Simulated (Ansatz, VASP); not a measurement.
# Cross-check of As between VASP and Ansatz, part 2 of 2

Wanted: the spread between two codes on one cell, functional and k mesh. Of the first pair: The structure shown is the end of the Ansatz relaxation below.

VASP 6.6.1 and Ansatz 0.2.0.

So far. Step 3 (VASP: single point, PBEsol, relaxed cell, pair 1): The run ends at a pressure of 0.07 GPa, with forces up to 0.12 eV/Å.

## Step 6: Ansatz: relaxation, PBEsol

Level of this step: Ansatz beside VASP: Kohn-Sham DFT, plane waves, PBEsol (Ansatz).

The two programs are compared at the cell with which this relaxation starts, whose forces are those of its first step.

The structure compared here is the start of the Ansatz relaxation; VASP solves that cell, so the two are compared at the walk's first step.

The input, input.yaml:

```yaml
crystal:
  lattice:
    - [3.61, 0.0, 0.0]
    - [-1.805, 3.12635, 0.0]
    - [0.0, 0.0, 20.0]
  atoms:
    - { symbol: As, position: [0.333333, 0.666667, 0.53475] }
    - { symbol: As, position: [0.666667, 0.333333, 0.46525] }
  periodic: [true, true, false]
kpoints:
  mp_grid: { grid: [9, 9, 1] }
hamiltonian:
  xc: pbesol
scf:
  occupations: { method: gaussian, width: 0.02 }
output:
  forces: true
  stress: true
  eigenvalues: true
  write_density: true
  write_potential: true
  elf: true
  volumetric_format: npy
relax:
  adjacent_minimum: "off"
  f_tol: 0.005
  max_steps: 80
  cell: { stress_2d_tol: 0.02 }
```

Command:

```
> ansatz run input.yaml --threads 8 --pin off --max-ram 14336MiB --backend cpu --events-out ev --progress --plain --runs-dir out
```

Numbers of over 12 decimals in the logs are rounded to 6 here.

The log of the run:

```text
[...]
° read free of the cell's end (the report's vacuum.weakly_bound_levels)
--- Relaxed structure (5 steps of the walk, 5 accepted, 1 SCFs on fresh bases) ---
[...]
cell:  # Å, volume = 289.2563 Å³
    - [3.544856, 0.0, 0]
    - [-1.772428, 3.069935, 0]
    - [0, 0, 26.58]
  atoms:
    - { symbol: As, position: [0.333333, 0.666667, 0.402350] }
    - { symbol: As, position: [0.666667, 0.333333, 0.350096] }
[key lines of the parts left out:]
SCF converged after 6 iterations
Free energy (F): -9625.846923 eV
Fermi energy:    -4.560598 eV
P = ½ c Tr σ = -0.0044 N/m
```

## Step 7: VASP: single point, PBEsol, start cell, pair 2

The same cell, functional, mesh and smearing now go to VASP, with its own data sets.

The input, INCAR:

```
SYSTEM = As
PREC = Accurate
ENCUT = 400
EDIFF = 1E-06
NELM = 120
ISMEAR = 0
SIGMA = 0.02
LREAL = .FALSE.
ALGO = Normal
GGA = PS
NBANDS = 11
LORBIT = 11
LWAVE = .FALSE.
LCHARG = .FALSE.
ISIF = 2
LDIPOL = .TRUE.
IDIPOL = 3
DIPOL = 0.5 0.5 0.376
LVHAR = .TRUE.
LASPH = .TRUE.
GGA_COMPAT = .FALSE.
EFERMI = MIDGAP
NELMDL = -8
```

The input, POSCAR:

```
As
1.0
    3.6099990000      0.0000000000      0.0000000000
   -1.8050000000      3.1263510000      0.0000000000
    0.0000000000      0.0000000000     26.5800000000
As
2
Direct
    0.3333336102      0.6666667590      0.4023702032
    0.6666669436      0.3333334256      0.3500752445
```

The input, KPOINTS:

```
Automatic mesh
0
Gamma
9 9 1
0 0 0
```

PAW data sets: As (PBE family, release 64).

Command:

```
> mpirun -np 1 vasp_std
```

The log of the run:

```text
[banner, memory and clock lines left out]
running    1 mpi-ranks, on    1 nodes
[...]
[... a notice as in an earlier step ...]

 LDA part: xc-table for (Slater+PW92), standard interpolation
 POSCAR, INCAR and KPOINTS ok, starting setup
[...]
entering main loop
       N       E                     dE             d eps       ncg     rms          rms(c)
DAV:   1     0.574235064046E+02    0.57424E+02   -0.24241E+03   264   0.463E+02
DAV:   2    -0.406378860514E+01   -0.61487E+02   -0.54642E+02   411   0.881E+01
DAV:   3    -0.100136994196E+02   -0.59499E+01   -0.59417E+01   391   0.376E+01
DAV:   4    -0.100756720534E+02   -0.61973E-01   -0.61924E-01   366   0.452E+00
[...]
DAV:  20    -0.999558628535E+01   -0.67433E-05   -0.24120E-07   324   0.110E-03    0.297E-04
DAV:  21    -0.999558766650E+01   -0.13812E-05   -0.17446E-08   272   0.357E-04    0.154E-04
DAV:  22    -0.999558860915E+01   -0.94264E-06   -0.22590E-08   288   0.335E-04
   1 F= -.99955886E+01 E0= -.99955886E+01  d E =0.000000E+00
```

Parts of OUTCAR (step 7):

```text
  Total       -0.8127209     -0.8127210     -0.2013406      0.0000001     -0.0000000      0.0000000
  in kB       -4.3406247     -4.3406252     -1.0753307      0.0000007     -0.0000000      0.0000000
  external PRESSURE =      -3.2521935 kB  Pullay stress =       0.0000000 kB

 POSITION                                       TOTAL-FORCE (eV/Angst)
 -----------------------------------------------------------------------------------
      0.00000      2.08423     10.69500        -0.000000      0.000000     -0.138975
      1.80500      1.04212      9.30500         0.000000      0.000000      0.138975
 -----------------------------------------------------------------------------------
    total drift:                               -0.000321     -0.000112      0.000080

  FREE ENERGIE OF THE ION-ELECTRON SYSTEM (eV)
  ---------------------------------------------------
  free  energy   TOTEN  =        -9.9955886091 eV

  energy  without entropy=       -9.9955886091  energy(sigma->0) =       -9.99558861

[... 1 part as in an earlier step ...]

[... 2 further parts left out ...]
[key lines of the parts left out:]
E-fermi :  -3.2510
```

The run ends at a pressure of -0.33 GPa, with forces up to 0.14 eV/Å.

## Step 8: Side by side

What differs besides the data sets and the points named for the pairs above, as far as they apply: the data sets hold 30 valence electrons in Ansatz (on its default PAW (the set named soft_2) files) and 10 in VASP; Ansatz takes its cutoff from its data sets, VASP runs at 400 eV. Total energies have different zeros and are not compared.

Forces (eV/Å; atoms numbered as in POSCAR):

| atom | Ansatz x, y, z | VASP x, y, z |
| --- | --- | --- |
| As1 | 0.000, 0.000, -0.240 | 0.000, 0.000, -0.139 |
| As2 | 0.000, 0.000, 0.240 | 0.000, 0.000, 0.139 |

The forces differ by 58 meV/Å r.m.s., which is 72.5 % of the r.m.s. force of 0.080 eV/Å (both taken over all components). Where the cell holds vacuum, a pressure given here is an average over it and none of the material.

## Step 9: Ansatz: relaxation, PBEsol

This run makes the geometry at which the two programs are then compared.

The structure compared here is the end of the Ansatz relaxation.

This is the run of step 6 again, met here at its other cell.

## Step 10: VASP: single point, PBEsol, relaxed cell, pair 3

The same cell, functional, mesh and smearing now go to VASP, with its own data sets.

INCAR is that of step 7.

The input, POSCAR:

```
As
1.0
    3.5448561471      0.0000000000      0.0000000000
   -1.7724280736      3.0699354762      0.0000000000
    0.0000000000      0.0000000000     26.5800000000
As
2
Direct
    0.3333333334      0.6666666668      0.4023495185
    0.6666666668      0.3333333334      0.3500959292
```

KPOINTS is that of step 7.

Command:

```
> mpirun -np 1 vasp_std
```

The log of the run:

```text
[... set-up lines as in an earlier step ...]
 entering main loop
       N       E                     dE             d eps       ncg     rms          rms(c)
[... 22 cycles as in an earlier step ...]
   1 F= -.10008386E+02 E0= -.10008386E+02  d E =0.000000E+00
```

Parts of OUTCAR (step 10):

```text
[... 6 parts as in an earlier step ...]

[... 1 further part left out ...]
[key lines of the parts left out:]
E-fermi :  -3.1305
```

The run ends at a pressure of 0.07 GPa, with forces up to 0.12 eV/Å.

## Step 11: Side by side

What differs besides the data sets and the points named for the pairs above, as far as they apply: the data sets hold 30 valence electrons in Ansatz (on its default PAW (the set named soft_2) files) and 10 in VASP. Total energies have different zeros and are not compared.

The two programs side by side:

| quantity | Ansatz | VASP | difference |
| --- | --- | --- | --- |
| gap on the k mesh (eV) | 1.486 | 1.490 | -0.003 |

Forces (eV/Å; atoms numbered as in POSCAR):

| atom | Ansatz x, y, z | VASP x, y, z |
| --- | --- | --- |
| As1 | 0.000, 0.000, 0.000 | 0.000, 0.000, 0.116 |
| As2 | 0.000, 0.000, 0.000 | 0.000, 0.000, -0.116 |

The forces differ by 67 meV/Å r.m.s., where the r.m.s. force is 0.000 eV/Å in Ansatz and 0.067 eV/Å in VASP: the atoms lie near their places of rest in Ansatz, so a percentage would say little (all taken over all components). A gap on the mesh is an upper bound, since the band edges may lie between its points. Where the cell holds vacuum, a pressure given here is an average over it and none of the material.

## Step 12: What came out

```json
{
  "r.m.s. force difference (single point, PBEsol, relaxed cell, pair 1)": "67 meV/Å",
  "r.m.s. force difference (single point, PBEsol, start cell, pair 2)": "58 meV/Å",
  "r.m.s. force difference (single point, PBEsol, relaxed cell, pair 3)": "67 meV/Å"
}
```

**Reading.** The r.m.s. force difference is 67 meV/Å (single point, PBEsol, relaxed cell, pair 1), beyond the 12 meV/Å picked in this series as the mark of a large difference. The data sets hold unlike numbers of valence electrons (30 in Ansatz and 10 in VASP), so part of the differences may come from the potentials. Single point, PBEsol, relaxed cell, pair 1, VASP with the data sets As_d and a cutoff of 520 eV: r.m.s. force difference goes from 67 to 13 meV/Å; the difference in gap on the k mesh goes from -0.0031 to -0.0051 eV. What causes the difference of the single point, PBEsol, start cell, pair 2 pair stays open here. What causes the difference of the single point, PBEsol, relaxed cell, pair 3 pair stays open here. Pairs 1 and 3 hold one cell, so they aren't independent. How closely two codes agree says nothing of how well the functional describes the real material.

[Lines on the potential files, build, host, timing and source positions are cut from VASP's logs without a mark.]

[Logs are printed without paths, hosts, clocks, repeated set-up lines and the standing remarks that a program may print on its own settings, such as how far it seeks lower states.]

[Hosts, paths, dates, database ids (printed as entryN), source tags and the programs' standing remarks are cut or masked in the printed files.]
